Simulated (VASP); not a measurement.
OSZICAR of a VASP run on CdSe (zinc blende):

**OSZICAR**
```
       N       E                     dE             d eps       ncg     rms          rms(c)
DAV:   1     0.899279224926E+02    0.89928E+02   -0.88680E+03   754   0.124E+03
DAV:   2    -0.202489853527E+02   -0.11018E+03   -0.10587E+03   844   0.291E+02
DAV:   3    -0.249736750001E+02   -0.47247E+01   -0.47116E+01   894   0.627E+01
DAV:   4    -0.249977915927E+02   -0.24117E-01   -0.24114E-01   814   0.451E+00
DAV:   5    -0.249979392556E+02   -0.14766E-03   -0.14766E-03   889   0.324E-01    0.586E+00
DAV:   6    -0.218013683119E+02    0.31966E+01   -0.39196E+00   754   0.308E+01    0.584E+00
DAV:   7    -0.219368312154E+02   -0.13546E+00   -0.26717E-01   754   0.554E+00    0.342E+00
DAV:   8    -0.211411416532E+02    0.79569E+00   -0.13075E+00   759   0.154E+01    0.971E-01
DAV:   9    -0.218646524042E+02   -0.72351E+00   -0.80017E-01   754   0.123E+01    0.588E-01
DAV:  10    -0.208063285916E+07   -0.20806E+07   -0.19212E+07  1052   0.706E+03    0.896E+01
DAV:  11     0.265994806821E+02    0.20807E+07   -0.13439E+04   784   0.695E+02    0.107E+02
DAV:  12    -0.187641555359E+02   -0.45364E+02   -0.39181E+02   880   0.850E+01    0.552E+00
DAV:  13    -0.217603723560E+02   -0.29962E+01   -0.26261E+01   929   0.255E+01    0.133E+00
DAV:  14    -0.219116344157E+02   -0.15126E+00   -0.73656E-01   799   0.495E+00    0.904E-01
DAV:  15    -0.219187975888E+02   -0.71632E-02   -0.10633E-02   879   0.975E-01    0.797E-01
DAV:  16    -0.219181519353E+02    0.64565E-03   -0.12319E-02   784   0.862E-01    0.514E-01
DAV:  17    -0.219208009829E+02   -0.26490E-02   -0.13107E-03   789   0.400E-01    0.573E-01
DAV:  18    -0.219207292040E+02    0.71779E-04   -0.21119E-04   809   0.143E-01    0.562E-01
DAV:  19    -0.219197313769E+02    0.99783E-03   -0.13380E-03   764   0.358E-01    0.496E-01
DAV:  20    -0.219188974984E+02    0.83388E-03   -0.31972E-04   764   0.154E-01    0.464E-01
DAV:  21    -0.219187759173E+02    0.12158E-03   -0.50363E-06   899   0.245E-02    0.469E-01
DAV:  22    -0.219178287475E+02    0.94717E-03   -0.15425E-04   754   0.127E-01    0.473E-01
DAV:  23    -0.219161676219E+02    0.16611E-02   -0.54260E-04   754   0.219E-01    0.488E-01
DAV:  24    -0.219163109053E+02   -0.14328E-03   -0.20100E-05   824   0.549E-02    0.474E-01
DAV:  25    -0.219164604145E+02   -0.14951E-03   -0.19405E-05   764   0.545E-02    0.475E-01
DAV:  26    -0.219164134817E+02    0.46933E-04   -0.25163E-06   764   0.162E-02    0.471E-01
DAV:  27    -0.219164110425E+02    0.24392E-05   -0.19447E-06   754   0.154E-02    0.472E-01
DAV:  28    -0.219165213105E+02   -0.11027E-03   -0.56371E-06   754   0.187E-02    0.463E-01
DAV:  29    -0.219164435032E+02    0.77807E-04   -0.18781E-06   754   0.136E-02    0.457E-01
DAV:  30    -0.219164260506E+02    0.17453E-04   -0.80195E-08   749   0.274E-03    0.456E-01
DAV:  31    -0.219162247468E+02    0.20130E-03   -0.39201E-06   759   0.202E-02    0.422E-01
DAV:  32    -0.219154865930E+02    0.73815E-03   -0.50117E-05   754   0.656E-02    0.342E-01
DAV:  33    -0.219147835107E+02    0.70308E-03   -0.46803E-05   769   0.627E-02    0.219E-01
DAV:  34    -0.219143172431E+02    0.46627E-03   -0.21445E-05   779   0.412E-02    0.138E-01
DAV:  35    -0.219140802578E+02    0.23699E-03   -0.51135E-06   769   0.215E-02    0.911E-02
DAV:  36    -0.219139387245E+02    0.14153E-03   -0.25586E-06   774   0.174E-02    0.833E-02
DAV:  37    -0.219138910128E+02    0.47712E-04   -0.59103E-07   884   0.692E-03    0.846E-02
DAV:  38    -0.219139088849E+02   -0.17872E-04   -0.50946E-07   764   0.775E-03    0.845E-02
DAV:  39    -0.219139202049E+02   -0.11320E-04   -0.75367E-08   542   0.346E-03    0.841E-02
DAV:  40    -0.219139309855E+02   -0.10781E-04   -0.17023E-08   492   0.162E-03    0.837E-02
DAV:  41    -0.219139346031E+02   -0.36176E-05   -0.12045E-08   397   0.131E-03    0.836E-02
DAV:  42    -0.219139507080E+02   -0.16105E-04   -0.38557E-08   527   0.265E-03    0.834E-02
DAV:  43    -0.219139965235E+02   -0.45816E-04   -0.98462E-08   564   0.418E-03    0.829E-02
DAV:  44    -0.219141863476E+02   -0.18982E-03   -0.13523E-06   754   0.145E-02    0.797E-02
DAV:  45    -0.219144307524E+02   -0.24440E-03   -0.24237E-06   754   0.190E-02    0.753E-02
DAV:  46    -0.219154173878E+02   -0.98664E-03   -0.31417E-05   754   0.670E-02    0.621E-02
DAV:  47    -0.219176459783E+02   -0.22286E-02   -0.17577E-04   754   0.154E-01    0.422E-02
DAV:  48    -0.219195836427E+02   -0.19377E-02   -0.25643E-04   754   0.182E-01    0.308E-02
DAV:  49    -0.219200044608E+02   -0.42082E-03   -0.21343E-05   784   0.519E-02    0.287E-02
DAV:  50    -0.219204241659E+02   -0.41971E-03   -0.21863E-05   754   0.558E-02    0.258E-02
DAV:  51    -0.219198523807E+02    0.57179E-03   -0.63247E-04   754   0.254E-01    0.744E-03
DAV:  52    -0.219198406013E+02    0.11779E-04   -0.16311E-05   764   0.421E-02    0.724E-03
DAV:  53    -0.219198323281E+02    0.82732E-05   -0.11395E-05   754   0.374E-02    0.521E-03
DAV:  54    -0.219198413639E+02   -0.90358E-05   -0.16474E-05   754   0.434E-02    0.313E-03
DAV:  55    -0.219198427499E+02   -0.13860E-05   -0.15669E-06   784   0.110E-02    0.291E-03
DAV:  56    -0.219198439978E+02   -0.12479E-05   -0.79710E-06   754   0.202E-02    0.393E-04
DAV:  57    -0.219198434824E+02    0.51536E-06   -0.46562E-07   756   0.719E-03    0.308E-04
DAV:  58    -0.219198435749E+02   -0.92444E-07   -0.18020E-07   724   0.441E-03
   1 F= -.21919844E+02 E0= -.21919844E+02  d E =0.000000E+00
       N       E                     dE             ncg
       N       E                     dE             ncg
       N       E                     dE             ncg
```

Problem. Which electronic solver shows in the log?

Solution. It is blocked Davidson (ALGO = Normal, or the opening steps of other solvers). The INCAR had ALGO = Normal.

Problem. Can the final energy be trusted as converged?

Solution. Self-consistency was reached. It stopped with EDIFF = 1E-7, NELM = 100 (TPSS meta-GGA, plane waves, VASP's PBE PAW potentials (set 64)).

The compound is CdSe in the zinc blende structure, whereas wurtzite is the usual form. It was relaxed first, which changed the volume by +8 %.
